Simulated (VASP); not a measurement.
These are PBE GGA, VASP's PBE PAW potentials (set 64) (plane waves; VASP) values and carry that method's errors.

Input for VASP

File POSCAR:
```
CrB2
6.916480
  0.0000000000   0.4834278419   0.5000000000
  0.2806852619   0.0000000000   0.5000000000
  0.2806852619   0.4834278419   0.0000000000
B Cr
4 2
Direct
  0.6635000000   0.3365000000   0.6635000000
  0.3365000000   0.6635000000   0.3365000000
  0.5865000000   0.9135000000   0.5865000000
  0.9135000000   0.5865000000   0.9135000000
  0.0000000000   0.0000000000   0.0000000000
  0.2500000000   0.2500000000   0.2500000000
```

File KPOINTS:
```
Automatic mesh
0
Gamma
4 4 4
0 0 0
```

### INCAR
```
# general
SYSTEM =CrB2
PREC   =Accurate
ENCUT  =400   # plane-wave cut-off (eV)
LREAL  =.False.
LASPH  =.True.

# electronic loop
EDIFF  =1E-6   # SCF stop (eV)
NELM   =100
ALGO   =Normal   # blocked Davidson
LMAXMIX=4   # l cut-off of mixed one-centre charges

# smearing
ISMEAR =0
SIGMA  =0.1   # width (eV)

# functional
GGA    =PE   # PBE

# spin
ISPIN  =2   # spin-polarised
MAGMOM =0.0 0.0 0.0 0.0 3.0 3.0

# ions
ISIF   =2

# output
LWAVE  =.False.
LCHARG =.False.
LORBIT =11
```

POTCAR, in this order: B Cr_pv (PBE.64 set). Program: vasp_std.

The run wrote:

### OSZICAR
```
       N       E                     dE             d eps       ncg     rms          rms(c)
DAV:   1     0.309891789808E+03    0.30989E+03   -0.16474E+04  1832   0.133E+03
DAV:   2    -0.305139549098E+02   -0.34041E+03   -0.32940E+03  1820   0.418E+02
DAV:   3    -0.513443080824E+02   -0.20830E+02   -0.20086E+02  2231   0.104E+02
DAV:   4    -0.517627916904E+02   -0.41848E+00   -0.41757E+00  2270   0.149E+01
DAV:   5    -0.517733362117E+02   -0.10545E-01   -0.10541E-01  2445   0.223E+00    0.430E+01
DAV:   6    -0.535131755092E+02   -0.17398E+01   -0.15563E+02  2275   0.105E+02    0.287E+01
DAV:   7    -0.458245989958E+02    0.76886E+01   -0.99472E+01  2352   0.790E+01    0.979E+00
DAV:   8    -0.453689556695E+02    0.45564E+00   -0.32420E+00  2168   0.135E+01    0.436E+00
DAV:   9    -0.452824229682E+02    0.86533E-01   -0.27523E-01  2402   0.391E+00    0.194E+00
DAV:  10    -0.452592975317E+02    0.23125E-01   -0.76570E-02  2312   0.240E+00    0.864E-01
DAV:  11    -0.452578280181E+02    0.14695E-02   -0.69152E-03  2291   0.699E-01    0.126E-01
DAV:  12    -0.452578327603E+02   -0.47422E-05   -0.49201E-04  2353   0.214E-01    0.790E-02
DAV:  13    -0.452578275518E+02    0.52085E-05   -0.51506E-05  2508   0.681E-02    0.356E-02
DAV:  14    -0.452578281051E+02   -0.55334E-06   -0.67119E-06  2303   0.205E-02
   1 F= -.45257828E+02 E0= -.45252265E+02  d E =-.111255E-01  mag=    -0.0000
```

### OUTCAR
```
------------------------ aborting loop because EDIFF is reached ----------------------------------------
  FORCE on cell =-STRESS in cart. coord.  units (eV):
  Direction    XX          YY          ZZ          XY          YZ          ZX
  --------------------------------------------------------------------------------------
  Total        4.5484424      3.0822469      1.3487312      0.0000000      0.0000000      0.0000000
  in kB      162.3179837    109.9945977     48.1314946      0.0000000      0.0000000      0.0000000
  external PRESSURE =     106.8146920 kB  Pullay stress =       0.0000000 kB
  volume of cell :       44.90
      direct lattice vectors                 reciprocal lattice vectors
     0.000000000  3.343619000  3.458240000    -0.257552203  0.149538569  0.144582215
     1.941354000  0.000000000  3.458240000     0.257552203 -0.149538569  0.144582215
     1.941354000  3.343619000  0.000000000     0.257552203  0.149538569 -0.144582215
 POSITION                                       TOTAL-FORCE (eV/Angst)
 -----------------------------------------------------------------------------------
      1.94135      4.43698      3.45824         0.000000     -0.499947      0.000000
      1.94135      2.25026      3.45824         0.000000      0.499947      0.000000
      2.91203      3.92207      5.18736        -0.000000      0.499947     -0.000000
      2.91203      6.10879      5.18736        -0.000000     -0.499947     -0.000000
      0.00000      0.00000      0.00000         0.000000      0.000000      0.000000
      0.97068      1.67181      1.72912        -0.000000      0.000000     -0.000000
 -----------------------------------------------------------------------------------
    total drift:                               -0.000000     -0.000000      0.000000
  FREE ENERGIE OF THE ION-ELECTRON SYSTEM (eV)
  ---------------------------------------------------
  free  energy   TOTEN  =       -45.2578281051 eV

  energy  without entropy=      -45.2467026481  energy(sigma->0) =      -45.25226538

 total charge

# of ion       s       p       d       tot
------------------------------------------
    1        0.698   1.109   0.000   1.807
    2        0.698   1.109   0.000   1.807
    3        0.698   1.109   0.000   1.807
    4        0.698   1.109   0.000   1.807
    5        0.410   6.577   4.493  11.481
    6        0.410   6.577   4.493  11.481
--------------------------------------------------
tot          3.614  17.590   8.987  30.191

 magnetization (x)

# of ion       s       p       d       tot
------------------------------------------
    1        0.000   0.000   0.000   0.000
    2        0.000   0.000   0.000   0.000
    3        0.000   0.000   0.000   0.000
    4        0.000   0.000   0.000   0.000
    5       -0.000  -0.000  -0.000  -0.000
    6       -0.000  -0.000  -0.000  -0.000
--------------------------------------------------
tot         -0.000   0.000  -0.000  -0.000
```
(Selected blocks of OUTCAR.)

At this cut-off the stress carries a Pulay error, which pulls relaxed volumes low. The moments were started parallel, and other spin orders were not tried in this run.

The structure was generated: CrB2 was put into an ordered model structure, which need not be its known phase. The cell was not relaxed at this level. The k-mesh is coarse (spacing up to 0.52 per Å, 2π included), so the numbers may not be converged in it.
